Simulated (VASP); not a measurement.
# SbAs2 (Fd-3m) in VASP: electric field gradients with BLYP

Aim: the electric field gradients of SbAs2 with BLYP.

Everything below comes from runs of VASP 6.6.1. Logs are shortened: lines on timing, memory, paths and dates and some standing lists are left out, and cuts for length are marked.

**1. The structure**

The structure is cubic, space group Fd-3m (No. 227). The conventional cell has a = 8.099 Å, b = 8.099 Å, c = 8.099 Å, α = 90.00°, β = 90.00°, γ = 90.00°. Sb (site symmetry -43m) has 12 As at 3.36 Å and 4 Sb at 3.51 Å as nearest neighbours. As (site symmetry -3m) has 6 As at 2.86 Å as nearest neighbours.

The cell was built by a generator and needn't be a form met in nature.

**2. Electric field gradients, BLYP**

INCAR reads:

```
PREC = Accurate
ENCUT = 500
EDIFF = 1E-8
ISMEAR = -1
SIGMA = 0.02
LREAL = F
LASPH = T
NELM = 60
ALGO = Fast
ISIF = 2
LWAVE = F
LCHARG = F
GGA = B5
ALDAX = 1.0
AGGAX = 1.0
AGGAC = 1.0
ALDAC = 0.0
LEFG = T
AMIX = 0.05
```

KPOINTS reads:

```
Automatic mesh
0
Gamma
  6 6 6
```

POSCAR reads:

```
SbAs2
1.0
    0.0000000000      4.0494700000      4.0494700000
    4.0494700000      0.0000000000      4.0494700000
    4.0494700000      4.0494700000      0.0000000000
Sb As
2 4
Cartesian
    6.0742050000      6.0742050000      6.0742050000
    4.0494700000      4.0494700000      4.0494700000
    1.0123675000      1.0123675000      1.0123675000
    1.0123675000      3.0371025000      3.0371025000
    3.0371025000      3.0371025000      1.0123675000
    3.0371025000      1.0123675000      3.0371025000
```

Potentials or basis: VASP PAW PBE potentials, release 64 (Sb, As).

The run is started by

```sh
$ cat potpaw_PBE.64/Sb/POTCAR potpaw_PBE.64/As/POTCAR > POTCAR
$ mpirun -np 1 vasp_std > vasp.out
```

OUTCAR:

```text
PREC = Accurate
   ENCUT = 500
   EDIFF = 1E-8
   ISMEAR = -1
   LREAL = F
   LASPH = T
   NELM = 60
   ISIF = 2
   GGA = B5
   AMIX = 0.05

 ion  position               nearest neighbor table
   1  0.750  0.750  0.750-   2 3.51   2 3.51   2 3.51   2 3.51
   2  0.500  0.500  0.500-   1 3.51   1 3.51   1 3.51   1 3.51
   3  0.125  0.125  0.125-   4 2.86   5 2.86   6 2.86   5 2.86   6 2.86   4 2.86
   4  0.625  0.125  0.125-   3 2.86   5 2.86   6 2.86   3 2.86   5 2.86   6 2.86
   5  0.125  0.125  0.625-   3 2.86   3 2.86   4 2.86   6 2.86   6 2.86   4 2.86
   6  0.125  0.625  0.125-   3 2.86   5 2.86   3 2.86   4 2.86   5 2.86   4 2.86

  LATTYP: Found a face centered cubic cell.
 ALAT       =     8.0989400000

  Lattice vectors:

 A1 = (   0.0000000000,   4.0494700000,   4.0494700000)
 A2 = (   4.0494700000,   0.0000000000,   4.0494700000)
 A3 = (   4.0494700000,   4.0494700000,   0.0000000000)

Analysis of symmetry for initial positions (statically):
=====================================================================
 Subroutine PRICEL returns:
 Original cell was already a primitive cell.

 Routine SETGRP: Setting up the symmetry group for a
 face centered cubic supercell.

 Subroutine GETGRP returns: Found 48 space group operations
 (whereof 24 operations were pure point group operations)
 out of a pool of 48 trial point group operations.

The static configuration has the point symmetry T_d .
 The point group associated with its full space group is O_h .

Analysis of symmetry for dynamics (positions and initial velocities):
=====================================================================
 Subroutine PRICEL returns:
 Original cell was already a primitive cell.

 Routine SETGRP: Setting up the symmetry group for a
 face centered cubic supercell.

 Subroutine GETGRP returns: Found 48 space group operations
 (whereof 24 operations were pure point group operations)
 out of a pool of 48 trial point group operations.

The dynamic configuration has the point symmetry T_d .
 The point group associated with its full space group is O_h .

 Subroutine INISYM returns: Found 48 space group operations
 (whereof 24 operations are pure point group operations),
 and found     1 'primitive' translations

----------------------------------------------------------------------------------------

                                     Primitive cell

  volume of cell :     132.8081

  direct lattice vectors                    reciprocal lattice vectors
     0.000000000  4.049470000  4.049470000    -0.123472948  0.123472948  0.123472948
     4.049470000  0.000000000  4.049470000     0.123472948 -0.123472948  0.123472948
     4.049470000  4.049470000  0.000000000     0.123472948  0.123472948 -0.123472948

  length of vectors
     5.726815394  5.726815394  5.726815394     0.213861420  0.213861420  0.213861420

  position of ions in fractional coordinates (direct lattice)
     0.750000000  0.750000000  0.750000000
     0.500000000  0.500000000  0.500000000
     0.125000000  0.125000000  0.125000000
     0.625000000  0.125000000  0.125000000
     0.125000000  0.125000000  0.625000000
     0.125000000  0.625000000  0.125000000

  ion indices of the primitive-cell ions
   primitive index   ion index
                 1           1
                 2           2
                 3           3
                 4           4
                 5           5
                 6           6

----------------------------------------------------------------------------------------

 KPOINTS: Automatic mesh

Automatic generation of k-mesh.
 Grid dimensions read from file:
 generate k-points for:    6    6    6

 Generating k-lattice:

[... 48 lines left out ...]
   LSORBIT =      F    spin-orbit coupling
   LASPH  =      T    aspherical Exc in radial PAW
   ENCUT  =  500.0 eV  36.75 Ry    6.06 a.u.  10.44 10.44 10.44*2*pi/ulx,y,z
   NELM   =     60;   NELMIN=  2; NELMDL= -5     # of ELM steps
   EDIFF  = 0.1E-07   stopping-criterion for ELM
   LREAL  =      F    real-space projection
   EDIFFG = 0.1E-06   stopping-criterion for IOM
   NSW    =      0    number of steps for IOM
   IBRION =     -1    ionic relax: 0-MD 1-quasi-New 2-CG
   NFREE  =      0    steps in history (QN), initial steepest desc. (CG)
   ISIF   =      2    stress and relaxation
   ISYM   =      2    0-nonsym 1-usesym 2-fastsym
   POTIM  = 0.5000    time-step for ionic-motion
   TEBEG  =    0.0;   TEEND  =   0.0 temperature during run
   PSTRESS=    0.0 pullay stress
   NELECT =      30.0000    total number of electrons
   NUPDOWN=      -1.0000    fix difference up-down
   EMIN   =  10.00;   EMAX   =-10.00  energy-range for DOS
   EFERMI =   0.00;   METHOD = LEGACY
   ISMEAR =    -1;   SIGMA  =   0.02  broadening in eV -4-tet -1-fermi 0-gaus
   EFERMI_NEDOS =   21; number of points for ismear=-14 and -15
   IALGO  =     68    algorithm
   IMIX   =      4    mixing-type and parameters
     AMIX     =   0.05;   BMIX     =  1.00
     AMIX_MAG =   0.20;   BMIX_MAG =  1.00
  volume/ion in A,a.u.               =      22.13       149.37
  Fermi-wavevector in a.u.,A,eV,Ry     =   0.997027  1.884108 13.525055  0.994064
  Thomas-Fermi vector in A             =   2.129156
   LORBIT       =      0    0 simple, 1 ext, 2 COOP (PROOUT), +10 PAW based schemes
   GGA     = B5    functional components
   LHFCALC =     F    Hartree Fock is set to
   AEXX    =    0.0000 exact exchange contribution
   IVDW    =     0    specifies the selected vdW correction
   LEPSILON=     F    determine dielectric tensor
   LRPA    =     F    only Hartree local field effects (RPA)
 non-spin polarized calculation
 RMM-DIIS sequential band-by-band and
  energy-cutoff  :      500.00
  volume of cell :      132.81
 maximum number of plane-waves:      3393
 NGX is ok and might be reduce to    42
   NGX = 21   NGY = 21   NGZ = 21

 number of electron      30.0000000 magnetization

 Free energy of the ion-electron system (eV)
  ---------------------------------------------------
  ext. energy  EPLUGINS =         0.00000000
  ---------------------------------------------------
  free energy    TOTEN  =       -18.48132698 eV

  energy without entropy =      -18.47446506  energy(sigma->0) =      -18.47789602

 E-fermi :   7.5932     XC(G=0):  -9.7806

 val. band max:        7.5428826275   @ k =   0.5000   0.0000   0.0000
 cond. band min:       7.6007878905   @ k =  -0.3333   0.3333   0.1667
 fundamental gap:      0.0579052630
 Fermi energy:         7.5932196118

 k-point     1 :       0.0000    0.0000    0.0000
  band No.  band energies     occupation
      1      -6.8938      2.00000
      2      -2.0543      2.00000
      3      -2.0543      2.00000
      4      -2.0543      2.00000
      5      -1.5841      2.00000
      6      -0.4892      2.00000
[... 329 lines left out ...]
      6      -1.3275      2.00000
[... 11 lines left out ...]
     18       8.5144      0.00000
     19       9.2297      0.00000

------------------------ aborting loop because EDIFF is reached ----------------------------------------

  FORCE on cell =-STRESS in cart. coord.  units (eV):
  Direction    XX          YY          ZZ          XY          YZ          ZX
  --------------------------------------------------------------------------------------
  -------------------------------------------------------------------------------------
  Total        5.8952480      5.8952480      5.8952480      0.0000000      0.0000000      0.0000000
  in kB       71.1194042     71.1194042     71.1194042      0.0000000      0.0000000      0.0000000
  external PRESSURE =      71.1194042 kB  Pullay stress =       0.0000000 kB

 VOLUME and BASIS-vectors are now :
 -----------------------------------------------------------------------------
  energy-cutoff  :      500.00
  volume of cell :      132.81
      direct lattice vectors                 reciprocal lattice vectors
     0.000000000  4.049470000  4.049470000    -0.123472948  0.123472948  0.123472948
     4.049470000  0.000000000  4.049470000     0.123472948 -0.123472948  0.123472948
     4.049470000  4.049470000  0.000000000     0.123472948  0.123472948 -0.123472948

 POSITION                                       TOTAL-FORCE (eV/Angst)
 -----------------------------------------------------------------------------------
      6.07421      6.07421      6.07421        -0.000000     -0.000000     -0.000000
      4.04947      4.04947      4.04947         0.000000      0.000000      0.000000
      1.01237      1.01237      1.01237         0.000000     -0.000000      0.000000
      1.01237      3.03710      3.03710         0.000000      0.000000     -0.000000
      3.03710      3.03710      1.01237         0.000000     -0.000000     -0.000000
      3.03710      1.01237      3.03710         0.000000      0.000000      0.000000
 -----------------------------------------------------------------------------------
    total drift:                                0.000000      0.000000      0.000000

  FREE ENERGIE OF THE ION-ELECTRON SYSTEM (eV)
  ---------------------------------------------------
  free  energy   TOTEN  =       -18.4813269786 eV

  energy  without entropy=      -18.4744650605  energy(sigma->0) =      -18.47789602

 Electric field gradients (V/A^2)
---------------------------------------------------------------------
 ion       V_xx      V_yy      V_zz      V_xy      V_xz      V_yz
---------------------------------------------------------------------
   1       0.000    -0.000     0.000     0.000     0.000     0.000
   2       0.000    -0.000     0.000     0.000     0.000     0.000
   3       0.000     0.000     0.000     8.259     8.259     8.259
   4       0.000    -0.000    -0.000    -8.259    -8.259     8.259
   5      -0.000    -0.000     0.000     8.259    -8.259    -8.259
   6      -0.000     0.000    -0.000    -8.259     8.259    -8.259
---------------------------------------------------------------------

 Electric field gradients after diagonalization (V/A^2)
 (convention: |V_zz| > |V_xx| > |V_yy|)
----------------------------------------------------------------------
 ion       V_xx      V_yy      V_zz     asymmetry (V_yy - V_xx)/ V_zz
----------------------------------------------------------------------
   1      -0.000    -0.000     0.000       0.000
   2      -0.000    -0.000     0.000       0.000
   3      -8.259    -8.259    16.518       0.000
   4      -8.259    -8.259    16.518       0.000
   5      -8.259    -8.259    16.518       0.000
   6      -8.259    -8.259    16.518       0.000
----------------------------------------------------------------------

           NMR quadrupolar parameters

 Cq : quadrupolar parameter    Cq=e*Q*V_zz/h
 eta: asymmetry parameters     (V_yy - V_xx)/ V_zz
 Q  : nuclear electric quadrupole moment in mb (millibarn)
----------------------------------------------------------------------
 ion       Cq(MHz)       eta       Q (mb)
----------------------------------------------------------------------
   1       0.000       0.000       1.000
   2       0.000       0.000       1.000
   3       0.040       0.000       1.000
   4       0.040       0.000       1.000
   5       0.040       0.000       1.000
   6       0.040       0.000       1.000
----------------------------------------------------------------------
```

Wall time 4.4 min (1 thread of AMD EPYC, shared host); peak memory 0.22 GiB.

What came out:

```
Free energy            : -18.4813 eV
Pressure               : 7.1 GPa
Band gap on the k mesh : none (metal or under the smearing width)
```

Electric field gradients, principal values (V/Å²):
```
atom     Vxx     Vyy     Vzz
1 Sb   0.000   0.000   0.000
2 Sb   0.000   0.000   0.000
3 As  -8.259  -8.259  16.518
4 As  -8.259  -8.259  16.518
5 As  -8.259  -8.259  16.518
6 As  -8.259  -8.259  16.518
```

Caveat: the PAW data sets were made with another functional, which shifts forces and pressure a little.

**3. For comparison**

An earlier run on the cell as given: functional PBE; potentials or basis VASP PAW PBE potentials, release 64 (Sb, As); cutoff 520 eV; k mesh 6 × 6 × 6; occupations fermi-dirac, width 0.05 eV; no spin polarisation.

- Pressure: 0.2 GPa
- Band gap on the k mesh: none (metal or under the smearing width)
